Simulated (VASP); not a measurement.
An input for Ansatz (written as the equivalent of a VASP run, and not itself run):

Ansatz 0.2 input:
```yaml
crystal:
  lattice:
    - [-1.6050000, 1.6050000, 3.9150000]
    - [1.6050000, -1.6050000, 3.9150000]
    - [1.6050000, 1.6050000, -3.9150000]
  atoms:
    - { symbol: Si, position: [0.6650000, 0.6650000, 0.0000000] }
    - { symbol: Si, position: [0.3350000, 0.3350000, 0.0000000] }
    - { symbol: W, position: [0.0000000, 0.0000000, 0.0000000] }
kpoints:
  mp_grid: { grid: [12, 12, 12] }
hamiltonian:
  xc: r2scan
  pseudopotentials: { kind: paw }
scf:
  occupations: { method: methfessel_paxton, width: 0.1 }
  max_iter: 100
output: { forces: true, stress: true, eigenvalues: true }
```

Task: Translate this input to VASP (INCAR, KPOINTS, POSCAR, choice of POTCAR).

Result: Several could match; the one computed here: 
### KPOINTS
```
Automatic mesh
0
Gamma
12 12 12
0 0 0
```

**INCAR**
```
ALGO=Normal
EDIFF=1E-6
ENCUT=400
ISIF=2
ISMEAR=1
LASPH=.TRUE.
LCHARG=.FALSE.
LMAXMIX=6
LMIXTAU=.TRUE.
LREAL=.FALSE.
LWAVE=.FALSE.
METAGGA=R2SCAN
NELM=100
PREC=Accurate
SIGMA=0.1
SYSTEM=WSi2
```

**POSCAR**
```
WSi2
4.5254030
 -0.3546645459   0.3546645459   0.8651163222
  0.3546645459  -0.3546645459   0.8651163222
  0.3546645459   0.3546645459  -0.8651163222
Si W
2 1
Cartesian
 -0.0000000000   0.0000000000   1.1506047086
  0.0000000000  -0.0000000000   0.5796279359
  0.0000000000   0.0000000000   0.0000000000
```

POTCAR, in this order: Si W_sv (PBE.64 set). Program: vasp_std.

Limits of the translation: each code has its own PAW files, so the cut-off isn't converted (ENCUT is set for VASP's; basis.ecutwfc is left out, and Ansatz then takes the one that its files recommend); Ansatz stops its SCF on the density residual and VASP on the energy change (EDIFF).

The compound is WSi2 in the MoSi2 type structure. The cell was not relaxed at this level. The run is one of a series of settings (GGA removed, LMIXTAU = .TRUE., METAGGA = R2SCAN against the base run), some of them coarse on purpose.
